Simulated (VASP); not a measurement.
Calculation: PBEsol GGA, VASP's PBE PAW potentials (set 64) (plane waves; VASP).

VASP input:

File POSCAR:
```
SiGe
1.0
  3.6506480089   0.0000000000   0.0000000000
 -1.8253240045   3.1615538832   0.0000000000
  0.0000000000   0.0000000000   5.7782801267
Si Ge
2 2
Cart
  0.0000000000   0.0000000000   0.0000000000
  0.0000000000   0.0000000000   2.8891400634
 -0.0000018254   2.1077036427   1.4445700317
  1.8253258298   1.0538502405   4.3337100950
```

**KPOINTS**
```
Automatic mesh
0
Gamma
10 10 6
0 0 0
```

**INCAR**
```
# general
SYSTEM  = SiGe
PREC    = Accurate
ENCUT   = 500
LREAL   = .FALSE.
LASPH   = .TRUE.

# electronic loop
EDIFF   = 1E-6
NELM    = 100
ALGO    = Normal
LMAXMIX = 4

# smearing
ISMEAR  = 1
SIGMA   = 0.1

# functional
GGA     = PS

# ions
IBRION  = 2
NSW     = 40
ISIF    = 3
EDIFFG  = -0.02
PSTRESS = 100

# output
LWAVE   = .FALSE.
LCHARG  = .FALSE.
```

POTCAR, in this order: Si Ge_d (PBE.64 set). Program: vasp_std.

Q: What will the output report for the number of irreducible k-points (NKPTS), largest plane-wave count, number of space-group operations, FFT grid (NGX, NGY, NGZ)?

A: 
* **number of irreducible k-points (NKPTS)**: 56
* **largest plane-wave count**: 1731
* **number of space-group operations**: 24
* **FFT grid (NGX, NGY, NGZ)**: 28 × 28 × 42

The structure was generated: SiGe was put into the NiAs type type (P6_3/mmc), which need not be its known phase. This run relaxes it under an external pressure of 10 GPa. Symmetry was kept, so distortions that lower it aren't found.
